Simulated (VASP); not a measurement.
These are HSE06 screened hybrid, VASP's PBE PAW potentials (set 64) (plane waves; VASP 6.6.1) values and carry that method's errors.

A VASP calculation is set up with these files.

File POSCAR:
```
C31NSi31
1
    8.7583314357     0.0000000000     0.0000000000
    0.0000000000     8.7583314357     0.0000000000
    0.0000000000     0.0000000000     8.7583314357
Si C N
31 31 1
Direct
  0.4995863757   0.0005201506   0.0003281132
  0.7474989465   0.2497327924   0.0015872694
  0.7474559514   0.0017193382   0.2495229699
  0.9992140137   0.9999107413   0.9998326426
  0.2504845688   0.2496587174   0.0003449698
  0.4997737620   0.4974813144   0.0016103573
  0.7496297823   0.7495912304   0.0007914103
  0.2503897561   0.0004518084   0.2496397388
  0.7485024555   0.4986415895   0.2551398260
  0.4997428458   0.0015949548   0.4975694138
  0.7485000360   0.2552762148   0.4983842471
  0.7495911048   0.0009996286   0.7494598279
  0.9995114709   0.4996264492   0.0008159141
  0.2498705390   0.7491584383   0.9998559420
  0.9999884088   0.2499629574   0.2497971472
  0.2517847112   0.4974582550   0.2495445636
  0.4999310090   0.7500422716   0.2498028810
  0.9993523639   0.0009787363   0.4994637532
  0.2515978010   0.2496921839   0.4975642949
  0.5051283879   0.4986641089   0.4984651366
  0.7501370789   0.7503063299   0.5000508670
  0.2498178937   0.9998508930   0.7490577391
  0.4999272608   0.2500070800   0.7498632039
  0.7501274162   0.5001466379   0.7501201097
  0.9995450288   0.7495190416   0.2500233611
  0.0003288557   0.5000762103   0.4999993630
  0.2508290450   0.7495389684   0.4995265659
  0.9994789286   0.2501861150   0.7494812354
  0.2508569074   0.4996629904   0.7495062293
  0.5001144802   0.7495434312   0.7495103241
  0.9999978329   0.7500561538   0.7498896021
  0.6356650284   0.1123484871   0.1121534052
  0.8724195945   0.3750861577   0.1274489988
  0.8723750019   0.1275990080   0.3748321084
  0.1242983646   0.1243262810   0.1242478579
  0.3624935727   0.3856460037   0.1121899451
  0.6250341399   0.6225604238   0.1274031599
  0.8752500762   0.8741091640   0.1252101943
  0.3621732901   0.1121434634   0.3859918540
  0.8755715502   0.6255837513   0.3752671374
  0.6250027426   0.1275715921   0.6223783104
  0.8755745765   0.3753726079   0.6254265028
  0.8752244650   0.1253533902   0.8740661224
  0.1241159204   0.6251602600   0.1252720406
  0.3742673717   0.8743459342   0.1242691801
  0.1249930276   0.3752249975   0.3751654813
  0.3774769464   0.6225503163   0.3748634365
  0.6253331961   0.8749341070   0.3751687373
  0.1239428783   0.1253047689   0.6251856492
  0.3774508146   0.3750761483   0.6224236614
  0.6253427837   0.6256452684   0.6254846701
  0.8748375540   0.8755509450   0.6248469886
  0.3742651644   0.1243294874   0.8740740893
  0.6253566125   0.3753247095   0.8747508644
  0.8749084127   0.6249553108   0.8753392157
  0.1234994293   0.8736295689   0.3745175462
  0.1254494916   0.6249113271   0.6248156053
  0.3752851846   0.8740153676   0.6252032775
  0.1235857088   0.3745856616   0.8735741533
  0.3753541588   0.6252284926   0.8740894744
  0.6245440433   0.8736781716   0.8735367174
  0.1247497705   0.8747448649   0.8746934020
  0.6421361092   0.3923792296   0.3921651940
```

### INCAR
```
LASPH = .TRUE.   ! aspherical one-centre terms
LHFCALC = .TRUE.
LREAL = Auto
GGA = PE
PREC = Normal
AEXX = 0.25
MAGMOM = 63*0.0317
HFSCREEN = 0.2
EDIFF = 1E-5   ! SCF stop (eV)
LWAVE = .FALSE.
ALGO = Normal
PRECFOCK = Fast
SYSTEM = C31NSi31
NELECT = 254.0
NUPDOWN = 2
SIGMA = 0.05
ISIF = 0
ISYM = 0
ENCUT = 400   ! plane-wave cut-off (eV)
NELM = 50
NELMIN = 4
LORBIT = 10
LCHARG = .FALSE.
ISPIN = 2
ISMEAR = 0   ! Gaussian
```

File KPOINTS:
```
K-points
0
gamma
  1 1 1
0 0 0
```

POTCAR, in this order: Si C N (PBE.64 set). Program: vasp_gam. Read from the step before: WAVECAR.

The resulting files:

OSZICAR:
```
       N       E                     dE             d eps       ncg     rms          rms(c)
DAV:   1    -0.536495326539E+03   -0.53650E+03   -0.97951E+00   640   0.785E+00    0.146E+01
DAV:   2    -0.536574652584E+03   -0.79326E-01   -0.34464E-01   704   0.134E+00    0.107E+01
DAV:   3    -0.536560109876E+03    0.14543E-01   -0.18062E-02   736   0.319E-01    0.631E+00
DAV:   4    -0.536554438831E+03    0.56710E-02   -0.60486E-03   760   0.169E-01    0.363E+00
DAV:   5    -0.536552650637E+03    0.17882E-02   -0.13076E-03   712   0.795E-02    0.208E+00
DAV:   6    -0.536552018724E+03    0.63191E-03   -0.34941E-04   744   0.466E-02    0.118E+00
DAV:   7    -0.536551826331E+03    0.19239E-03   -0.14690E-04   712   0.288E-02    0.672E-01
DAV:   8    -0.536551763239E+03    0.63093E-04   -0.21924E-05   472   0.136E-02    0.389E-01
DAV:   9    -0.536551744403E+03    0.18836E-04   -0.15515E-05   464   0.113E-02    0.220E-01
DAV:  10    -0.536551740426E+03    0.39774E-05   -0.59302E-06   408   0.630E-03
   1 F= -.53655174E+03 E0= -.53655174E+03  d E =-.255799E-13  mag=     2.0000
```

File OUTCAR:
```
------------------------ aborting loop because EDIFF is reached ----------------------------------------
  volume of cell :      671.84
      direct lattice vectors                 reciprocal lattice vectors
     8.758331436  0.000000000  0.000000000     0.114176999  0.000000000  0.000000000
     0.000000000  8.758331436  0.000000000     0.000000000  0.114176999  0.000000000
     0.000000000  0.000000000  8.758331436     0.000000000  0.000000000  0.114176999
  FREE ENERGIE OF THE ION-ELECTRON SYSTEM (eV)
  ---------------------------------------------------
  free  energy   TOTEN  =      -536.5517404256 eV

  energy  without entropy=     -536.5517404256  energy(sigma->0) =     -536.55174043

  exchange ACFDT corr.  =         0.00000000  see jH, gK, PRB 81, 115126

 total charge

# of ion       s       p       d       tot
------------------------------------------
    1        0.711   0.990   0.000   1.702
    2        0.712   0.989   0.000   1.701
    3        0.712   0.989   0.000   1.701
    4        0.711   0.980   0.000   1.691
    5        0.711   0.990   0.000   1.702
    6        0.712   0.989   0.000   1.701
    7        0.710   0.973   0.000   1.683
    8        0.711   0.990   0.000   1.702
    9        0.702   0.962   0.000   1.664
   10        0.712   0.989   0.000   1.701
   11        0.702   0.962   0.000   1.664
   12        0.710   0.973   0.000   1.683
   13        0.710   0.973   0.000   1.683
   14        0.711   0.980   0.000   1.691
   15        0.710   0.981   0.000   1.691
   16        0.711   0.989   0.000   1.700
   17        0.710   0.981   0.000   1.691
   18        0.710   0.973   0.000   1.683
   19        0.712   0.989   0.000   1.701
   20        0.702   0.962   0.000   1.664
   21        0.711   0.983   0.000   1.694
   22        0.711   0.980   0.000   1.691
   23        0.710   0.981   0.000   1.691
   24        0.711   0.983   0.000   1.694
   25        0.716   0.993   0.000   1.709
   26        0.711   0.982   0.000   1.693
   27        0.710   0.973   0.000   1.683
   28        0.716   0.993   0.000   1.709
   29        0.710   0.973   0.000   1.683
   30        0.716   0.993   0.000   1.709
   31        0.710   0.980   0.000   1.690
   32        0.861   1.649   0.000   2.510
   33        0.832   1.709   0.000   2.542
   34        0.832   1.710   0.000   2.542
   35        0.833   1.717   0.000   2.550
   36        0.861   1.649   0.000   2.510
   37        0.832   1.710   0.000   2.542
   38        0.836   1.708   0.000   2.544
   39        0.861   1.649   0.000   2.510
   40        0.836   1.723   0.000   2.559
   41        0.832   1.710   0.000   2.542
   42        0.836   1.723   0.000   2.559
   43        0.836   1.708   0.000   2.544
   44        0.836   1.708   0.000   2.544
   45        0.833   1.717   0.000   2.550
   46        0.834   1.719   0.000   2.552
   47        0.832   1.710   0.000   2.542
   48        0.834   1.719   0.000   2.552
   49        0.836   1.708   0.000   2.544
   50        0.832   1.709   0.000   2.542
   51        0.836   1.723   0.000   2.559
   52        0.833   1.717   0.000   2.550
   53        0.833   1.717   0.000   2.550
   54        0.834   1.719   0.000   2.553
   55        0.833   1.716   0.000   2.550
   56        0.834   1.708   0.000   2.543
   57        0.833   1.717   0.000   2.550
   58        0.836   1.708   0.000   2.544
   59        0.834   1.708   0.000   2.543
   60        0.836   1.708   0.000   2.544
   61        0.834   1.708   0.000   2.543
   62        0.833   1.716   0.000   2.549
   63        1.231   2.614   0.000   3.845
--------------------------------------------------
tot         49.192  85.954   0.000 135.146

 magnetization (x)

# of ion       s       p       d       tot
------------------------------------------
    1       -0.003  -0.006   0.000  -0.009
    2       -0.003  -0.005   0.000  -0.008
    3       -0.003  -0.005   0.000  -0.008
    4       -0.001  -0.001   0.000  -0.002
    5       -0.003  -0.006   0.000  -0.009
    6       -0.003  -0.005   0.000  -0.008
    7       -0.000  -0.001   0.000  -0.001
    8       -0.003  -0.006   0.000  -0.009
    9       -0.000   0.000   0.000  -0.000
   10       -0.003  -0.005   0.000  -0.008
   11       -0.000   0.000   0.000  -0.000
   12       -0.000  -0.001   0.000  -0.001
   13       -0.000  -0.001   0.000  -0.001
   14       -0.001  -0.001   0.000  -0.002
   15       -0.000   0.000   0.000  -0.000
   16       -0.003  -0.005   0.000  -0.008
   17       -0.000   0.000   0.000  -0.000
   18       -0.000  -0.001   0.000  -0.001
   19       -0.003  -0.005   0.000  -0.008
   20       -0.000   0.000   0.000  -0.000
   21       -0.000  -0.000   0.000  -0.000
   22       -0.001  -0.001   0.000  -0.002
...
```
(Selected blocks of OUTCAR.)

The cell is charged, with a uniform compensating background. The supercell is sampled at Γ alone, which is coarse: total energies, pressure and levels can be off, energies of defects by several tenths of an eV.

The cell is a supercell with a defect, built from SiC (zinc blende): N_C-vac_Si, charge -1. The cell's shape comes from a PBE relaxation.
